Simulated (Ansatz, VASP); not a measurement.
## Cross-check of CoSn between VASP and Ansatz

Aim: how closely do two programs agree when they are given the same cell, functional and k mesh? The cell is taken from a series of runs on this material, whose earlier steps may have relaxed, scaled, displaced or heated it; both programs get it as it stands.

Program: Ansatz 0.2.0. Level of theory: plane waves, with VASP 6.6.1 beside it; relaxation of cell and atoms at PBE. Results are calculated unless marked as measured.

## (1) The structure

Symmetry: P6/mmm, No. 191, hexagonal system. Conventional cell: a = 5.275 Å, b = 5.275 Å, c = 4.255 Å, α = 90.00°, β = 90.00°, γ = 120.00°. Co has 6 Sn at 2.62 to 2.64 Å and 4 Co at 2.64 Å nearest. Nearest to Sn lie 6 Co at 2.62 Å. Nearest to Sn lie 6 Co at 2.64 Å. Farther neighbours are not listed.

## (2) Ansatz: relaxation of cell and atoms, PBE

Ansatz runs on its default PAW (the set named soft_2) files.

The relaxed volume is the usual yardstick between codes: in a stiff, nearly cubic crystal its relative difference is about their pressure difference at one cell divided by the bulk modulus.

Input file input.yaml:

```yaml
crystal:
  lattice:
    - [5.275, 0.0, 0.0]
    - [-2.6375, 4.568284, 0.0]
    - [0.0, 0.0, 4.2545]
  atoms:
    - { symbol: Co, position: [0.0, 0.5, 0.0] }
    - { symbol: Co, position: [0.5, 0.5, 0.0] }
    - { symbol: Co, position: [0.5, 0.0, 0.0] }
    - { symbol: Sn, position: [0.66666667, 0.33333333, 0.5] }
    - { symbol: Sn, position: [0.33333333, 0.66666667, 0.5] }
    - { symbol: Sn, position: [0.0, 0.0, 0.0] }
kpoints:
  mp_grid: { grid: [12, 12, 10] }
hamiltonian:
  xc: pbe
scf:
  occupations: { method: methfessel_paxton, width: 0.25 }
output:
  forces: true
  stress: true
  eigenvalues: true
relax:
  adjacent_minimum: "off"
  f_tol: 0.005
  max_steps: 60
  cell: { stress_tol: 0.03 }
```

Started as:

```console
ansatz run input.yaml --threads 8 --pin off --max-ram 16384MiB --backend cpu --events-out ev --progress --plain --runs-dir out
```

Numbers of over 12 decimals in the logs are rounded to 6 here.

What it wrote:

```text
Engine: ansatz 0.2.0, aarch64-unknown-linux-gnu
Pseudopotentials: kind: paw
Pseudopotential: Co, paw, valence charge 17, recommended cutoff 420 eV (normal), Co.paw.azcp
Pseudopotential: Sn, paw, valence charge 14, recommended cutoff 420 eV (normal), Sn.paw.azcp
Functional definition: PBE
  parameter kappa = 0.804
  parameter beta = 0.066725
  exchange = pbe_x(kappa = kappa, mu = beta*pi^2/3)
  correlation = pbe_c(beta = beta)
Crystal: 6 atoms, lattice volume = 102.524 Å³
Basis set: ecut = 420 eV, 2013 PW (Γ), exchange–correlation on 72×72×60 points (8 copies of the dense FFT grid, shifted against one another)
Bands: 56, of which v1, the nominal top of the filled ones, is band 47 counted from 1 (46 counted from 0)
Symmetry: 24 space group operations
Space group: P6/mmm (ITA 191), of the structure as read, at distance tolerance 4.7e-5 Å
k-points: 114 of 1440
Non-local potential: Co, projectors of the file, l = 0: 3, l = 1: 2, l = 2: 3, l = 3: 1
Non-local potential: Sn, projectors of the file, l = 0: 2, l = 1: 2, l = 2: 2, l = 3: 2
PAW form: soft (Blöchl's): semilocal exchange-correlation on the pseudo side does not see the compensation charge
PAW one-centre angular grid: Co, 590 points (default); XC on 64 Gauss nodes
PAW one-centre angular grid: Sn, 590 points (default); XC on 64 Gauss nodes
Initial density: superposition of atomic densities (neutral atoms: chi_scale 0, normalization atom), corrected by the library's trained network
Initial wavefunctions: pseudopotential atomic-orbital guess
Functional: x = pbe(κ = 0.804, μ = 0.219515), c = pbe(β = 0.066725)
SCF iter   1: F=—  HF=-33451.603332 eV  |F-HF|=—  |Δ(HF+E_count)|=         —  Δρ=1.17e-2  dr2=1.29e-1  ethr=1.77e-3  ⟨swp⟩=6.4  Hψ=24137  notcnv=0
preconditioner: auto → LDOS  [metal: Δε(μ)=0.031 eV  Ē_g=14.150 eV  σ=0.250 eV  W_gap=0.10  n_scr=26 (ndim 8)  ℏωp=30.5 eV  f_vac=0.021  D(μ)=3.03/eV (n_scr^D=20)  β→1.0]
SCF iter   2: F=—  HF=-33451.622171 eV  |F-HF|=—  |Δ(HF+E_count)|=   1.88e-2  S|Δr|=    0.00e0  Δρ=2.15e-2  dr2=3.45e-1  ethr=1.39e-4  ⟨swp⟩=2.0  Hψ=9387  notcnv=0  defer=1
SCF iter   3: F=—  HF=-33451.590929 eV  |F-HF|=—  |Δ(HF+E_count)|=   3.12e-2  S|Δr|=    0.00e0  Δρ=6.04e-3  dr2=2.31e-2  ethr=1.39e-4  ⟨swp⟩=2.0  Hψ=8470  notcnv=0  defer=1
SCF iter   4: F=—  HF=-33451.587948 eV  |F-HF|=—  |Δ(HF+E_count)|=   2.98e-3  S|Δr|=    0.00e0  Δρ=5.00e-4  dr2=1.66e-4  ethr=2.48e-5  ⟨swp⟩=2.0  Hψ=8391  notcnv=0
SCF iter   5: F=—  HF=-33451.587965 eV  |F-HF|=—  |Δ(HF+E_count)|=   1.63e-5  S|Δr|=    0.00e0  Δρ=2.30e-4  dr2=3.71e-5  ethr=1.78e-7  ⟨swp⟩=2.0  Hψ=8470  notcnv=0
SCF iter   6: F=—  HF=-33451.587949 eV  |F-HF|=—  |Δ(HF+E_count)|=   1.61e-5  S|Δr|=    0.00e0  Δρ=3.61e-5  dr2=1.17e-6  ethr=3.99e-8  ⟨swp⟩=2.0  Hψ=8078  notcnv=0
SCF iter   7: F=—  HF=-33451.587949 eV  |F-HF|=—  |Δ(HF+E_count)|=   8.13e-7  S|Δr|=    0.00e0  Δρ=2.41e-5  dr2=4.52e-7  ethr=1.26e-9  ⟨swp⟩=2.0  Hψ=10069  notcnv=0
SCF iter   8: F=-33451.587949 eV  HF=-33451.587949 eV  |F-HF|=1.27e-8  |Δ(HF+E_count)|=   2.89e-8  S|Δr|=    0.00e0  Δρ=4.45e-6  dr2=2.15e-8  ethr=1.08e-10  ⟨swp⟩=7.9  Hψ=31544  notcnv=0
SCF 1 converged in 8 iterations: F = -33451.587949 eV  dr2 = 2.15e-8
  greatest PAW one-centre occupation: 1.001 electrons in one spin orbital (limit 2), on the Co atom at site 0 (counted from 0), in its partial waves of l = 1
relax step   1: F+E_penalty+E_count = -33451.58794940 eV  Δ(F+E_penalty+E_count) = +0.000e0 eV  max|allowed force component| = 8.172e-17 eV/Å  Δτ_max = 0.0000 Å  P = +0.249 GPa  Ω = 102.524 Å³  (8 SCF iters, dr2 threshold 1.00e-7 eV, accepted)
[...]
relax step   2: F+E_penalty+E_count = -33451.59223875 eV  Δ(F+E_penalty+E_count) = -4.289e-3 eV  max|allowed force component| = 1.881e-16 eV/Å  Δτ_max = 0.0000 Å  P = -0.092 GPa  Ω = 102.785 Å³  energy of the carried Pulay correction = -1.734e-4 eV  (5 SCF iters, dr2 threshold 6.00e-7 eV, accepted)
[...]
relax step   3: F+E_penalty+E_count = -33451.59231633 eV  Δ(F+E_penalty+E_count) = -7.758e-5 eV  max|allowed force component| = 4.202e-17 eV/Å  Δτ_max = 0.0000 Å  P = +0.012 GPa  Ω = 102.701 Å³  energy of the carried Pulay correction = -1.196e-4 eV  (5 SCF iters, dr2 threshold 2.92e-8 eV, accepted)
[...]
relax step   4: F+E_penalty+E_count = -33451.59244199 eV  Δ(F+E_penalty+E_count) = -1.257e-4 eV  max|allowed force component| = 4.587e-17 eV/Å  Δτ_max = 0.0000 Å  P = +0.014 GPa  Ω = 102.701 Å³  stress off target by 1.60e-2 GPa  SCF on the basis re-selected at this cell (its energy is not comparable with the rows above)  (6 SCF iters)
basis re-selected at this cell: Δ(F+E_penalty+E_count) = -1.257e-4 eV, ΔP = +0.002 GPa vs the last step (what re-selecting the basis moved, of the pressure what is left beyond the Pulay correction that the steps carried, after the strain that the cell walked since its last selection, with what the two solves' SCF thresholds leave and, on support functions, any second-order correction that the steps lacked; it is no m [...]
SCF converged after 6 iterations
Stability not checked: this state was not tested for a lower state beside it, because cold or Methfessel-Paxton smearing, or corrected tetrahedra, fill the levels in a way that the test cannot read (fill_not_monotonic; see scf.lower_state_search)
Free energy (F): -33451.592442 eV
Harris-Foulkes:  -33451.592442 eV  (|F-HF|=0.00e0)
Internal energy: -33451.644229 eV  (E = F + TS)
E sigma→0 (E₀):  -33451.605389 eV
Entropy (-TS):   0.051787 eV (8.631 meV/atom)
Fermi energy:    14.615881 eV
--- Per-component energies (eV) ---
  E_band       = -992.648075
  E_kinetic    = 1931.252993
  E_local      = -13444.493849  (includes V_loc(G=0)·N_el)
  E_nonlocal   = 1282.182067
  E_hartree    = 6353.026736
  E_xc         = -1623.899924
  E_vxc        = -903.767561  (∫ρ·V_xc dr)
  E_paw        = -16973.345512  (= ΣΔE_a)
  E_vpaw       = -2563.875655  (= ΣTr[D̂ρ^β])
  E_aug_tail   = 0.000239  (compensation charges beyond the density's cutoff)
  E_ewald      = -10976.366978
  E_smearing   = 0.051787  (= −TS)
  E_closure    = 0.000000  (closes the sum)
  Σ components = -33451.592442   (vs F -33451.592442, Δ=0.00e0)
--- Forces (eV/Å), atoms counted from 1 ---
  atom   1  Co     0.00000000     0.00000000     0.00000000
  atom   2  Co     0.00000000    -0.00000000     0.00000000
  atom   3  Co     0.00000000    -0.00000000     0.00000000
  atom   4  Sn    -0.00000000    -0.00000000    -0.00000000
  atom   5  Sn     0.00000000     0.00000000     0.00000000
  atom   6  Sn     0.00000000    -0.00000000     0.00000000
  max |Σ_I F_I| component: 2.31e-18 eV/Å
--- Stress (GPa, compression-positive) ---
        0.013364       0.000000       0.000000
        0.000000       0.013364       0.000000
        0.000000       0.000000       0.016024
  P = ⅓ Tr σ = 0.0143 GPa (0.143 kbar)
--- Band table (eV; the first three rows and the last of 114) ---
  k-point 0: bands = [... 43 lower, 14.2034, 14.2363, 14.2363, 15.1462, 15.2216, 15.9885, 15.9885, 17.5290, ... 5 higher]
  k-point 1: bands = [... 43 lower, 14.2043, 14.2276, 14.2276, 15.1462, 15.2273, 15.8589, 15.8589, 17.7912, ... 5 higher]
  k-point 2: bands = [... 43 lower, 14.2055, 14.2059, 14.2059, 15.1464, 15.1599, 15.4624, 15.4624, 17.1129, ... 5 higher]
  k-point 113: bands = [... 43 lower, 13.8880, 14.0289, 14.0289, 14.1564, 14.5106, 15.9130, 17.9653, 17.9653, ... 5 higher]
--- Relaxed structure (3 steps of the walk, 3 accepted, 1 SCFs on fresh bases) ---
  F+E_penalty+E_count = -33451.59244199 eV   max|allowed force component| = 4.587e-17 eV/Å   (the final SCF, on the basis selected at the relaxed cell)
  cell:  # Å, volume = 102.7009 Å³
    - [5.296383, 0, 2.234818043829317e-19]
    - [-2.648192, 4.586802, -1.1174090219146593e-19]
    - [1.8024707815424697e-19, 0, 4.227512]
  atoms:
    - { symbol: Co, position: [0, 0.5, 0] }
    - { symbol: Co, position: [0.5, 0.5, 0.0] }
    - { symbol: Co, position: [0.5, 0, 0.0] }
    - { symbol: Sn, position: [0.666667, 0.333333, 0.5] }
    - { symbol: Sn, position: [0.333333, 0.666667, 0.5] }
    - { symbol: Sn, position: [0, 0, 0] }
```

In the SCF lines HF is the Harris–Foulkes energy and dr2 the Hartree energy of the density residual, in eV; the loop may stop once dr2 is under the threshold and the program's other checks hold. Hψ counts applications of the Hamiltonian.

## (3) VASP: relaxation of cell and atoms, PBE

The same cell, functional, mesh and smearing now go to VASP, with its own data sets.

Lines of VASP's logs that name or quote its potential files are left out, and so is its time.

Input file INCAR:

```
SYSTEM = CoSn
PREC = Accurate
ENCUT = 600
EDIFF = 1E-07
NELM = 120
ISMEAR = 1
SIGMA = 0.25
LREAL = .FALSE.
ALGO = Normal
GGA = PE
NBANDS = 42
LASPH = .TRUE.
LORBIT = 11
LWAVE = .FALSE.
LCHARG = .FALSE.
ISIF = 3
IBRION = 2
NSW = 80
EDIFFG = -0.005
GGA_COMPAT = .FALSE.
NELMIN = 4
KPAR = 2
```

Input file POSCAR:

```
CoSn
1.0
    5.2750000000      0.0000000000      0.0000000000
   -2.6375000000      4.5682840000      0.0000000000
    0.0000000000      0.0000000000      4.2545000000
Co Sn
3 3
Direct
    0.0000000000      0.5000000000      0.0000000000
    0.5000000000      0.5000000000      0.0000000000
    0.5000000000      0.0000000000      0.0000000000
    0.6666666302      0.3333332604      0.5000000000
    0.3333333698      0.6666667396      0.5000000000
    0.0000000000      0.0000000000      0.0000000000
```

Input file KPOINTS:

```
Automatic mesh
0
Gamma
12 12 10
0 0 0
```

Potentials, in the order of the species: Co and Sn_d (PBE family, release 64).

Started as:

```console
mpirun -np 2 vasp_std
```

What it wrote:

```text
[banner, memory and clock lines left out]
running    2 mpi-ranks, on    1 nodes
 distrk:  each k-point on    1 cores,    2 groups
 distr:  one band on    1 cores,    1 groups

 POSCAR found type information on POSCAR CoSn
 POSCAR found :  2 types and       6 ions
 LDA part: xc-table for (Slater+PW92), standard interpolation
 POSCAR, INCAR and KPOINTS ok, starting setup
 FFT: planning ... GRIDC
 FFT: planning ... GRID_SOFT
 FFT: planning ... GRID
 WAVECAR not read
 entering main loop
       N       E                     dE             d eps       ncg     rms          rms(c)
DAV:   1     0.726768402839E+03    0.72677E+03   -0.34663E+04  9682   0.284E+03
DAV:   2     0.780299058237E+02   -0.64874E+03   -0.63276E+03  9576   0.672E+02
DAV:   3    -0.297476726071E+02   -0.10778E+03   -0.10484E+03  9704   0.244E+02
DAV:   4    -0.355894744732E+02   -0.58418E+01   -0.57752E+01 11282   0.618E+01
DAV:   5    -0.357723204110E+02   -0.18285E+00   -0.18262E+00 12990   0.102E+01    0.144E+01
DAV:   6    -0.374151047297E+02   -0.16428E+01   -0.31386E+01 11494   0.535E+01    0.157E+01
DAV:   7    -0.334269303334E+02    0.39882E+01   -0.17147E+01 11192   0.408E+01    0.484E+00
DAV:   8    -0.332492198130E+02    0.17771E+00   -0.15556E+00 10306   0.842E+00    0.148E+00
DAV:   9    -0.332251187671E+02    0.24101E-01   -0.17364E-01 11648   0.456E+00    0.496E-01
DAV:  10    -0.332244963368E+02    0.62243E-03   -0.13328E-02 11056   0.983E-01    0.322E-01
DAV:  11    -0.332235029849E+02    0.99335E-03   -0.18715E-03 12156   0.428E-01    0.100E-01
DAV:  12    -0.332235682361E+02   -0.65251E-04   -0.37609E-04 12034   0.151E-01    0.311E-02
DAV:  13    -0.332235725180E+02   -0.42818E-05   -0.54797E-05 10844   0.821E-02    0.102E-02
DAV:  14    -0.332235721294E+02    0.38852E-06   -0.47120E-06 12262   0.154E-02    0.409E-03
DAV:  15    -0.332235713655E+02    0.76398E-06   -0.10922E-06 10194   0.776E-03    0.104E-03
DAV:  16    -0.332235713073E+02    0.58150E-07   -0.94799E-08  6904   0.357E-03
   1 F= -.33223571E+02 E0= -.33240633E+02  d E =-.332236E+02
[...]
2 F= -.33228381E+02 E0= -.33245664E+02  d E =-.480938E-02
[...]
3 F= -.33228381E+02 E0= -.33245663E+02  d E =-.480941E-02
[...]
4 F= -.33228408E+02 E0= -.33245611E+02  d E =-.269852E-04
 trial-energy change:   -0.000027  1 .order   -0.000010   -0.000298    0.000278
 step:   0.5605(harm=  0.5177)  dis= 0.00000  next Energy=   -33.228467 (dE=-0.866E-04)
 bond charge predicted
       N       E                     dE             d eps       ncg     rms          rms(c)
DAV:   1    -0.332296830919E+02   -0.12753E-02   -0.20561E-02 10104   0.173E+00    0.269E-01
DAV:   2    -0.332308897562E+02   -0.12067E-02   -0.14237E-02 11148   0.126E+00    0.378E-01
DAV:   3    -0.332285907946E+02    0.22990E-02   -0.78195E-03 11026   0.927E-01    0.815E-02
DAV:   4    -0.332284783228E+02    0.11247E-03   -0.47401E-04 12166   0.218E-01    0.176E-02
DAV:   5    -0.332284697516E+02    0.85712E-05   -0.37382E-05 11634   0.666E-02    0.506E-03
DAV:   6    -0.332284668334E+02    0.29182E-05   -0.28425E-06 10932   0.155E-02    0.189E-03
DAV:   7    -0.332284664708E+02    0.36262E-06   -0.22538E-07  7250   0.513E-03    0.136E-03
DAV:   8    -0.332284665555E+02   -0.84742E-07   -0.64252E-08  5058   0.319E-03
   5 F= -.33228467E+02 E0= -.33245705E+02  d E =-.858374E-04
 curvature:  -0.27 expect dE=-0.173E-06 dE for cont linesearch -0.173E-06
 trial: gam= 0.00000 g(F)=  0.160E-41 g(S)=  0.652E-06 ort =-0.142E-04 (trialstep = 0.912E+00)
 search vector abs. value=  0.652E-06
 reached required accuracy - stopping structural energy minimisation
```

(Continued in part 2 of 2.)

[Lines on the potential files, build, host, timing and source positions are cut from VASP's logs without a mark.]

[Logs are printed without paths, hosts, clocks, repeated set-up lines and the standing remarks that a program may print on its own settings, such as how far it seeks lower states.]

[Hosts, paths, dates, database ids (printed as entryN), source tags and the programs' standing remarks are cut or masked in the printed files.]
